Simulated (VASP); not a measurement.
**Cu3Pd with and without spin-orbit coupling**

What does spin-orbit coupling change in Cu3Pd, and what does it cost? All runs use LDA. The start is a cell from a database of measured crystal structures.

Method: LDA; plane waves and PAW (Cu, Pd), in the first sound run; inputs show where later runs differ, in VASP 6.6.1.

The database entry behind the starting cell is an old determination (1931), so it need not match the best structure at ambient conditions.

### Step 1. The structure

Symmetry: Pm-3m, No. 221, cubic system. Conventional cell: a = 3.690 Å, b = 3.690 Å, c = 3.690 Å, α = 90.00°, β = 90.00°, γ = 90.00°. Nearest to Cu lie 4 Pd at 2.61 Å and 8 Cu at 2.61 Å. Nearest to Pd lie 12 Cu at 2.61 Å. Farther neighbours are not listed.

As a file:

```cif
data_structure
_symmetry_space_group_name_H-M 'P 1'
_symmetry_Int_Tables_number 1
_cell_length_a 3.6900
_cell_length_b 3.6900
_cell_length_c 3.6900
_cell_angle_alpha 90.000
_cell_angle_beta 90.000
_cell_angle_gamma 90.000
_cell_volume 50.24
loop_
_atom_site_label
_atom_site_type_symbol
_atom_site_fract_x
_atom_site_fract_y
_atom_site_fract_z
_atom_site_occupancy
Cu1 Cu 0.00000 0.50000 0.50000 1
Cu2 Cu 0.50000 0.00000 0.50000 1
Cu3 Cu 0.50000 0.50000 0.00000 1
Pd4 Pd 0.00000 0.00000 0.00000 1
```

### Step 2. Reference run

A single point gives energy, forces and stress at these settings. LDA, the lowest rung, knows the local density alone.

File INCAR:

```
SYSTEM = Cu3Pd
PREC = Accurate
ENCUT = 400
EDIFF = 1E-06
NELM = 100
ISMEAR = -1
SIGMA = 0.05
LREAL = .FALSE.
ALGO = Normal
GGA = CA
NBANDS = 27
LASPH = .TRUE.
LORBIT = 11
LWAVE = .FALSE.
LCHARG = .FALSE.
KPAR = 4
ISIF = 2
```

File POSCAR:

```
Cu3Pd
1.0
    3.6900000000      0.0000000000      0.0000000000
    0.0000000000      3.6900000000      0.0000000000
    0.0000000000      0.0000000000      3.6900000000
Cu Pd
3 1
Direct
    0.0000000000      0.5000000000      0.5000000000
    0.5000000000      0.0000000000      0.5000000000
    0.5000000000      0.5000000000      0.0000000000
    0.0000000000      0.0000000000      0.0000000000
```

File KPOINTS:

```
Automatic mesh
0
Gamma
7 7 7
0 0 0
```

The projector-augmented-wave data sets are Cu and Pd (LDA family, release 64).

Started as:

```
> mpirun -np 4 vasp_std
```

The program printed:

```text
[banner, memory and clock lines left out]
running    4 mpi-ranks, on    1 nodes
 distrk:  each k-point on    1 cores,    4 groups
 distr:  one band on    1 cores,    1 groups

 POSCAR found type information on POSCAR CuPd
 POSCAR found :  2 types and       4 ions
 LDA part: xc-table for (Slater(with rela. corr.)+CA(PZ))
 , standard interpolation
 POSCAR, INCAR and KPOINTS ok, starting setup
 FFT: planning ... GRIDC
 FFT: planning ... GRID_SOFT
 FFT: planning ... GRID
 WAVECAR not read
 entering main loop
       N       E                     dE             d eps       ncg     rms          rms(c)
DAV:   1     0.312095438487E+03    0.31210E+03   -0.16209E+04  1120   0.210E+03
DAV:   2     0.304183861808E+01   -0.30905E+03   -0.29814E+03  1086   0.387E+02
DAV:   3    -0.236234827188E+02   -0.26665E+02   -0.25466E+02  1284   0.156E+02
DAV:   4    -0.243990633334E+02   -0.77558E+00   -0.77131E+00  1539   0.296E+01
DAV:   5    -0.244110567594E+02   -0.11993E-01   -0.11991E-01  1637   0.307E+00    0.179E+01
DAV:   6    -0.248584045521E+02   -0.44735E+00   -0.47843E+01  1189   0.190E+02    0.137E+01
DAV:   7    -0.210779003732E+02    0.37805E+01   -0.23230E+01  1346   0.103E+02    0.319E+00
DAV:   8    -0.209431239336E+02    0.13478E+00   -0.10432E+00  1411   0.115E+01    0.165E+00
DAV:   9    -0.209236216217E+02    0.19502E-01   -0.14637E-01  1405   0.423E+00    0.650E-01
DAV:  10    -0.209184123716E+02    0.52093E-02   -0.32552E-02  1485   0.235E+00    0.262E-01
DAV:  11    -0.209179951688E+02    0.41720E-03   -0.14837E-03  1428   0.857E-01    0.149E-01
DAV:  12    -0.209178087815E+02    0.18639E-03   -0.64315E-04  1885   0.590E-01    0.273E-02
DAV:  13    -0.209178093873E+02   -0.60580E-06   -0.10436E-04  1651   0.149E-01    0.215E-02
DAV:  14    -0.209178039254E+02    0.54619E-05   -0.13725E-05  1500   0.100E-01    0.858E-03
DAV:  15    -0.209178032132E+02    0.71217E-06   -0.85858E-06  1270   0.298E-02
   1 F= -.20917803E+02 E0= -.20911439E+02  d E =-.127292E-01
```

Run time: 2.6 s. Hardware: 4 MPI ranks of AMD EPYC 9R45, shared host; peak memory 0.44 GiB; 8.7 s of CPU time.

The logs omit lines about the potential files and the build; timing stands in the text.

From OUTCAR (step 2):

```text
ion  position               nearest neighbor table
   1  0.000  0.500  0.500-   2 2.61   3 2.61   4 2.61   3 2.61   4 2.61   2 2.61   4 2.61   4 2.61
                             2 2.61   3 2.61   3 2.61   2 2.61
   2  0.500  0.000  0.500-   1 2.61   3 2.61   4 2.61   3 2.61   4 2.61   1 2.61   3 2.61   3 2.61
                             1 2.61   4 2.61   4 2.61   1 2.61
   3  0.500  0.500  0.000-   1 2.61   2 2.61   4 2.61   1 2.61   2 2.61   2 2.61   4 2.61   2 2.61
                             1 2.61   4 2.61   1 2.61   4 2.61
   4  0.000  0.000  0.000-   1 2.61   2 2.61   3 2.61   1 2.61   2 2.61   1 2.61   3 2.61   1 2.61
                             2 2.61   3 2.61   2 2.61   3 2.61

  LATTYP: Found a simple cubic cell.
 ALAT       =     3.6900000000

 Subroutine GETGRP returns: Found 48 space group operations
 (whereof 48 operations were pure point group operations)

The static configuration has the point symmetry O_h .

 Found     20 irreducible k-points:

   k-points           NKPTS =     20   k-points in BZ     NKDIM =     20   number of bands    NBANDS=     27

   dimension x,y,z NGX =    24 NGY =   24 NGZ =   24
   dimension x,y,z NGXF=    48 NGYF=   48 NGZF=   48

   ENCUT  =  400.0 eV  29.40 Ry    5.42 a.u.   6.02  6.02  6.02*2*pi/ulx,y,z

   NELECT =      43.0000    total number of electrons

 k-points in reciprocal lattice and weights: Automatic mesh
   0.00000000  0.00000000  0.00000000       0.003
   0.14285714  0.00000000  0.00000000       0.017
   0.28571429  0.00000000  0.00000000       0.017
   0.42857143  0.00000000  0.00000000       0.017
   0.14285714  0.14285714  0.00000000       0.035
   0.28571429  0.14285714  0.00000000       0.070
   0.42857143  0.14285714  0.00000000       0.070
   0.28571429  0.28571429  0.00000000       0.035
   0.42857143  0.28571429  0.00000000       0.070
[...]
0.42857143  0.42857143  0.28571429       0.070
   0.42857143  0.42857143  0.42857143       0.023

 average (electrostatic) potential at core
       1 -63.6916       2 -63.6916       3 -63.6916       4 -72.6621

 E-fermi :   7.8484

 k-point     1 :       0.0000    0.0000    0.0000
  band No.  band energies     occupation
    ...
     17       6.9971      2.00000
     18       6.9971      2.00000
     19       7.4254      1.99958
     20       7.4254      1.99958
     21       7.4254      1.99958
     22       9.9271      0.00000
     23       9.9271      0.00000
     24       9.9271      0.00000
     25      16.1275      0.00000
     26      16.1388      0.00000
    ...

 k-point     2 :       0.1429    0.0000    0.0000
  band No.  band energies     occupation
    ...
     17       6.8629      2.00000
     18       6.9241      2.00000
     19       7.0508      2.00000
     20       7.0508      2.00000
     21       7.4201      1.99962
     22       8.8051      0.00000
     23      10.6460      0.00000
     24      10.6460      0.00000
     25      16.0861      0.00000
     26      16.1700      0.00000
    ...

 k-point     3 :       0.2857    0.0000    0.0000
  band No.  band energies     occupation
    ...
     18       6.5544      2.00000
     19       6.6055      2.00000
     20       6.7722      2.00000
     21       7.1354      2.00000
     22       7.4090      1.99969
     23      12.1358      0.00000
     24      12.1358      0.00000
     25      15.9470      0.00000
     26      16.2967      0.00000
     27      17.9450      0.00000

  Total       -3.2903318     -3.2903318     -3.2903318      0.0000000     -0.0000000      0.0000000
  in kB     -104.9231170   -104.9231170   -104.9231170      0.0000000     -0.0000000      0.0000000
  external PRESSURE =    -104.9231170 kB  Pullay stress =       0.0000000 kB

  energy-cutoff  :      400.00
  volume of cell :       50.24
      direct lattice vectors                 reciprocal lattice vectors
     3.690000000  0.000000000  0.000000000     0.271002710  0.000000000  0.000000000
     0.000000000  3.690000000  0.000000000     0.000000000  0.271002710  0.000000000
     0.000000000  0.000000000  3.690000000     0.000000000  0.000000000  0.271002710

 POSITION                                       TOTAL-FORCE (eV/Angst)
 -----------------------------------------------------------------------------------
      0.00000      1.84500      1.84500         0.000000      0.000000      0.000000
      1.84500      0.00000      1.84500         0.000000      0.000000      0.000000
      1.84500      1.84500      0.00000         0.000000      0.000000      0.000000
      0.00000      0.00000      0.00000         0.000000      0.000000      0.000000
 -----------------------------------------------------------------------------------
    total drift:                                0.000000     -0.000000     -0.000000

  FREE ENERGIE OF THE ION-ELECTRON SYSTEM (eV)
  ---------------------------------------------------
  free  energy   TOTEN  =       -20.9178032132 eV

  energy  without entropy=      -20.9050739739  energy(sigma->0) =      -20.91143859

 total charge
# of ion       s       p       d       tot
------------------------------------------
    1        0.442   0.358   9.190   9.991
    2        0.442   0.358   9.190   9.991
    3        0.442   0.358   9.190   9.991
    4        0.512   0.511   8.566   9.589
--------------------------------------------------
tot          1.839   1.587  36.135  39.561

[... 3 further parts left out ...]
```

This run has no spin polarisation. Its electron count is odd, so without a moment it is a metal by construction. The k-mesh is coarse for a metal. At this level the cell is under a tension of 10.5 GPa, so at these settings it is away from equilibrium.

This step gave:

- SCF cycles: 15
- electrons: 43
- bands: 27
- irreducible k-points: 20
- symmetry operations: 48
- free energy (TOTEN): -20.92 eV
- energy at zero smearing: -20.91 eV
- Fermi energy: 7.848 eV
- pressure: -10.49 GPa
- metallic: yes

The pressure is -10.49 GPa and the largest force 0.000 eV/Å, so the cell is not at a minimum at these settings.

### Step 3. Bands along the symmetry lines (LDA)

The mesh alone shows little of the dispersion and can miss band extrema, so KPOINTS_OPT adds a path through the symmetry points after the self-consistent cycle.

INCAR: that of step 2 with these lines changed.

```diff
@@ -10,3 +10,3 @@
 GGA = CA
-NBANDS = 27
+NBANDS = 35
 LASPH = .TRUE.
@@ -16,2 +16 @@
 KPAR = 4
-ISIF = 2
```

POSCAR is that of step 2.

KPOINTS is that of step 2.

File KPOINTS_OPT:

```
Line mode
16
Line-mode
Reciprocal
  0.00000000   0.00000000   0.00000000 GAMMA
  0.00000000   0.50000000   0.00000000 X

  0.00000000   0.50000000   0.00000000 X
  0.50000000   0.50000000   0.00000000 M

  0.50000000   0.50000000   0.00000000 M
  0.00000000   0.00000000   0.00000000 GAMMA

  0.00000000   0.00000000   0.00000000 GAMMA
  0.50000000   0.50000000   0.50000000 R

  0.50000000   0.50000000   0.50000000 R
  0.00000000   0.50000000   0.00000000 X

  0.50000000   0.50000000   0.00000000 M
  0.50000000   0.50000000   0.50000000 R
```

Started as:

```
> mpirun -np 4 vasp_std
```

The program printed:

```text
[... set-up lines as in an earlier step ...]
 entering main loop
       N       E                     dE             d eps       ncg     rms          rms(c)
DAV:   1     0.315285285680E+03    0.31529E+03   -0.15178E+04  1496   0.162E+03
DAV:   2     0.684994990764E+01   -0.30844E+03   -0.28698E+03  1400   0.326E+02
DAV:   3    -0.234989640428E+02   -0.30349E+02   -0.28273E+02  1570   0.126E+02
DAV:   4    -0.243834487135E+02   -0.88448E+00   -0.88167E+00  1839   0.265E+01
DAV:   5    -0.244110346653E+02   -0.27586E-01   -0.27578E-01  2156   0.337E+00    0.179E+01
DAV:   6    -0.249562150959E+02   -0.54518E+00   -0.28881E+01  1667   0.146E+02    0.140E+01
DAV:   7    -0.211239832508E+02    0.38322E+01   -0.18500E+01  1822   0.800E+01    0.330E+00
DAV:   8    -0.209434350071E+02    0.18055E+00   -0.63212E-01  2034   0.820E+00    0.154E+00
DAV:   9    -0.209232298844E+02    0.20205E-01   -0.91430E-02  1809   0.288E+00    0.656E-01
DAV:  10    -0.209181056152E+02    0.51243E-02   -0.17651E-02  1918   0.159E+00    0.184E-01
DAV:  11    -0.209179073351E+02    0.19828E-03   -0.67400E-04  2198   0.344E-01    0.109E-01
DAV:  12    -0.209178027001E+02    0.10464E-03   -0.19134E-04  2408   0.271E-01    0.925E-03
DAV:  13    -0.209178044536E+02   -0.17536E-05   -0.23815E-05  2352   0.652E-02    0.114E-02
DAV:  14    -0.209178035181E+02    0.93555E-06   -0.32453E-06  1173   0.462E-02
   1 F= -.20917804E+02 E0= -.20911433E+02  d E =-.127402E-01
 Start KPOINTS_OPT (optional k-point list driver)
k-point batch [1-20\96]
       N       E                     dE             ncg
DAV:   1     0.111089051763E+05   -0.56121E+03     1512
DAV:   2     0.501656395805E+04   -0.60923E+04     1400
DAV:   3     0.434693155956E+04   -0.66963E+03     1550
DAV:   4     0.432751276609E+04   -0.19419E+02     1784
DAV:   5     0.432675131720E+04   -0.76145E+00     2158
DAV:   6     0.432674260151E+04   -0.87157E-02     1802
DAV:   7     0.432674224957E+04   -0.35194E-03     2209
DAV:   8     0.432674224451E+04   -0.50599E-05     1509
DAV:   9     0.432674224424E+04   -0.27556E-06     1106
[...]
k-point batch [81-96\96]
       N       E                     dE             ncg
DAV:   1     0.124305984479E+05   -0.14888E+05     1192
DAV:   2     0.767906400418E+04   -0.47515E+04     1120
DAV:   3     0.718719293781E+04   -0.49187E+03     1288
DAV:   4     0.717341866921E+04   -0.13774E+02     1432
DAV:   5     0.717292856744E+04   -0.49010E+00     1784
DAV:   6     0.717292431840E+04   -0.42490E-02     1517
DAV:   7     0.717292417393E+04   -0.14447E-03     1837
DAV:   8     0.717292417212E+04   -0.18117E-05     1096
DAV:   9     0.717292417188E+04   -0.24206E-06      938
```

The job ended after 8.2 s (4 MPI ranks; peak memory 0.51 GiB; 31 s of CPU time).

Parts of OUTCAR (step 3):

```text
The static configuration has the point symmetry O_h .

 Found     20 irreducible k-points:

   k-points           NKPTS =     20   k-points in BZ     NKDIM =     20   number of bands    NBANDS=     35

   NELECT =      43.0000    total number of electrons

 E-fermi :   7.8489

 k-point     1 :       0.0000    0.0000    0.0000
  band No.  band energies     occupation
    ...
     17       6.9981      2.00000
     18       6.9981      2.00000
     19       7.4264      1.99957
     20       7.4264      1.99957
     21       7.4264      1.99957
     22       9.9271      0.00000
     23       9.9271      0.00000
     24       9.9271      0.00000
     25      16.1279      0.00000
     26      16.1392      0.00000
    ...

 k-point     2 :       0.1429    0.0000    0.0000
  band No.  band energies     occupation
    ...
     17       6.8638      2.00000
     18       6.9250      2.00000
     19       7.0517      2.00000
     20       7.0517      2.00000
     21       7.4212      1.99961
     22       8.8053      0.00000
     23      10.6462      0.00000
     24      10.6462      0.00000
     25      16.0864      0.00000
     26      16.1703      0.00000
    ...

  Total       -3.3654017     -3.3654017     -3.3654017      0.0000000      0.0000000      0.0000000
  in kB     -107.3169689   -107.3169689   -107.3169689      0.0000000      0.0000000      0.0000000
  external PRESSURE =    -107.3169689 kB  Pullay stress =       0.0000000 kB

  FREE ENERGIE OF THE ION-ELECTRON SYSTEM (eV)
  ---------------------------------------------------
  free  energy   TOTEN  =       -20.9178035181 eV

  energy  without entropy=      -20.9050633208  energy(sigma->0) =      -20.91143342

 total charge
# of ion       s       p       d       tot
------------------------------------------
    1        0.442   0.358   9.190   9.991
    2        0.442   0.358   9.190   9.991
    3        0.442   0.358   9.190   9.991
    4        0.512   0.512   8.566   9.589
--------------------------------------------------
tot          1.839   1.587  36.135  39.561

[... 8 parts as in an earlier step ...]

[... 5 further parts left out ...]
```

Spin-orbit coupling is off here; it would split degenerate levels. At this level the cell is under a tension of 10.7 GPa, so at these settings it is away from equilibrium.

Numbers from this step:

- SCF cycles: 14
- bands: 35
- Fermi energy: 7.849 eV
- pressure: -10.73 GPa

The electronic bands at the labelled points (eV, zero at the Fermi level; # counts the bands kept):

| point | #19 | #20 | #21 | #22 | #23 | #24 | #25 | #26 |
| --- | --- | --- | --- | --- | --- | --- | --- | --- |
| Γ | -0.42 | -0.42 | -0.42 | 2.08 | 2.08 | 2.08 | 8.28 | 8.29 |
| 0.47 of the way | -1.12 | -1.02 | -0.44 | -0.17 | 3.69 | 3.69 | 8.16 | 8.39 |
| X | -1.49 | -1.24 | -1.21 | -0.45 | 6.96 | 6.96 | 7.16 | 7.16 |
| 0.53 of the way | -1.43 | -1.05 | -0.86 | -0.79 | 3.18 | 3.28 | 8.00 | 8.44 |
| M | -1.61 | -1.61 | 0.00 | 0.00 | 1.10 | 1.24 | 9.30 | 10.60 |
| 0.53 of the way | -1.21 | -1.09 | -0.87 | 0.94 | 1.53 | 4.91 | 7.08 | 8.46 |
| Γ | -0.42 | -0.42 | -0.42 | 2.08 | 2.08 | 2.08 | 8.28 | 8.29 |
| 0.47 of the way | -1.32 | -0.87 | -0.87 | 1.93 | 1.93 | 2.16 | 7.83 | 7.83 |
| R | -0.77 | -0.76 | -0.76 | -0.12 | -0.12 | -0.12 | 4.87 | 4.87 |
| 0.47 of the way | -1.09 | -1.02 | -0.86 | -0.70 | 2.55 | 3.03 | 5.09 | 5.40 |
| X | -1.49 | -1.24 | -1.21 | -0.45 | 6.96 | 6.96 | 7.16 | 7.16 |
| jump to M | -1.61 | -1.61 | 0.00 | 0.00 | 1.10 | 1.24 | 9.30 | 10.60 |
| 0.53 of the way | -1.19 | -1.08 | -0.02 | -0.02 | 0.68 | 0.84 | 6.01 | 6.49 |
| R | -0.77 | -0.76 | -0.76 | -0.12 | -0.12 | -0.12 | 4.87 | 4.87 |

Of the projections kept (Cu, Pd), the largest for each band there; the rest of the weight can lie on other orbitals:

```csv
point,#19,#20,#21,#22,#23,#24,#25,#26
Γ,Pd 0.51,Pd 0.51,Pd 0.51,Cu 0.71,Cu 0.71,Cu 0.71,Cu 0.60,Cu 0.72
X,Pd 0.78,Cu 1.00,Cu 0.62,Cu 0.51,Cu 0.63,Cu 0.63,Cu 0.76,Cu 0.76
M,Cu 0.58,Cu 0.58,Cu 0.92,Cu 0.92,Pd 0.52,Pd 0.53,Cu 1.00,Cu 0.84
Γ,Pd 0.51,Pd 0.51,Pd 0.51,Cu 0.71,Cu 0.71,Cu 0.71,Cu 0.60,Cu 0.72
R,Cu 1.00,Pd 0.51,Pd 0.51,Cu 0.58,Cu 0.58,Cu 0.57,Cu 0.70,Cu 0.70
X,Pd 0.78,Cu 1.00,Cu 0.62,Cu 0.51,Cu 0.63,Cu 0.63,Cu 0.76,Cu 0.76
```

There is no gap at this level.

(Continued in part 2 of 4.)

[Lines on the potential files, build, host, timing and source positions are cut from VASP's logs without a mark.]

[Logs are printed without paths, hosts, clocks, repeated set-up lines and the standing remarks that a program may print on its own settings, such as how far it seeks lower states.]

[Hosts, paths, dates, database ids (printed as entryN), source tags and the programs' standing remarks are cut or masked in the printed files.]

[A measured line is paired with the nearest computed mode of its activity, which favours agreement.]
